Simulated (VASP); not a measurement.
**CdHg3Te4 (ordered alloy cell): computed properties**

Computed with PBEsol GGA, VASP's PBE PAW potentials (set 64) (plane waves; VASP).

- space group = Amm2 (38)
- cell = a = 4.603 Å, b = 9.204 Å, c = 13.015 Å, α = 90.00°, β = 90.00°, γ = 90.00°
- volume per atom = 34.46 Å³/atom
- band gap (over mesh and band path) = none (metal, semimetal or under 0.01 eV)
- density = 7.38 g/cm³

Space group Amm2 (No. 38); a = 4.603 Å, b = 9.204 Å, c = 13.015 Å, α = 90.00°, β = 90.00°, γ = 90.00°

| atom | site | symmetry | x | y | z |
|---|---|---|---|---|---|
| Hg | 2b | mm2 | 0.5000 | 0.5000 | 0.5000 |
| Hg | 4d | m.. | 0.0000 | 0.2500 | 0.2500 |
| Te | 2a | mm2 | 0.0000 | 0.0000 | 0.8750 |
| Te | 4e | m.. | 0.5000 | 0.2502 | 0.1249 |
| Te | 2a | mm2 | 0.0000 | 0.0000 | 0.3753 |
| Cd | 2b | mm2 | 0.5000 | 0.5000 | 0.9999 |
(The calculation used a cell of 8 atoms; values per cell refer to that cell.)

Unless said otherwise, spin-orbit coupling is left out, though it shifts the bands of the heavy elements here.

The structure was generated: CdHg3Te4 was put into an ordered model structure (Amm2), which need not be its known phase. It was relaxed first. Symmetry was kept, so distortions that lower it aren't found.
